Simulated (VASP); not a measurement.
Method: PBE GGA with D3 dispersion (Becke-Johnson damping), VASP's PBE PAW potentials (set 64) (plane waves; VASP 6.6.1).

A VASP calculation is set up with these files.

File KPOINTS:
```
Automatic mesh
0
Gamma
13 13 8
0 0 0
```

**POSCAR**
```
Dy
3.5669080
  0.5000000753  -0.8660254794   0.0000000000
  0.5000000753   0.8660254794   0.0000000000
  0.0000000000   0.0000000000   1.5460452984
Dy
2
Cartesian
  0.5000000753   0.2886757371   0.3865113246
  0.5000000753  -0.2886757371   1.1595339738
```

### INCAR
```
SYSTEM = Dy
PREC = Accurate
ENCUT = 520
EDIFF = 1E-7
NELM = 100
ALGO = Normal
LREAL = .FALSE.
LASPH = .TRUE.
ISMEAR = -5
GGA = PE
IVDW = 12
LMAXMIX = 6
LWAVE = .FALSE.
LCHARG = .TRUE.
LORBIT = 11
NEDOS = 601
ISIF = 2
```

POTCAR, in this order: Dy_3 (PBE.64 set). Program: vasp_std.

The 4f electrons are frozen in the core of the lanthanide potential, so 4f levels, which can set the real gap, and their magnetism are missing.

Question: Predict the energy per atom (σ→0), dispersion energy, band gap (on the k-mesh).

Answer: 
```json
{
  "energy per atom (σ→0)": "-4.934 eV/atom",
  "dispersion_energy": "-0.819 eV",
  "band gap (on the k-mesh)": "none (metal, semimetal or under 0.01 eV)"
}
```

OSZICAR:
```
...
DAV:   7    -0.904871234947E+01   -0.99768E-02   -0.40048E-02  4070   0.193E+00    0.246E-01
DAV:   8    -0.904842151866E+01    0.29083E-03   -0.22243E-03  3475   0.397E-01    0.667E-02
DAV:   9    -0.904842764432E+01   -0.61257E-05   -0.21386E-04  3481   0.133E-01    0.315E-02
DAV:  10    -0.904842242652E+01    0.52178E-05   -0.33077E-05  3510   0.473E-02    0.371E-02
DAV:  11    -0.904842275641E+01   -0.32989E-06   -0.34662E-06  3225   0.160E-02    0.123E-03
DAV:  12    -0.904842299476E+01   -0.23834E-06   -0.40360E-07  3139   0.595E-03    0.374E-03
DAV:  13    -0.904842292995E+01    0.64803E-07   -0.51065E-08  1790   0.204E-03
   1 F= -.98678794E+01 E0= -.98678794E+01  d E =0.000000E+00
```

The compound is Dy in the hcp structure. It was relaxed first.
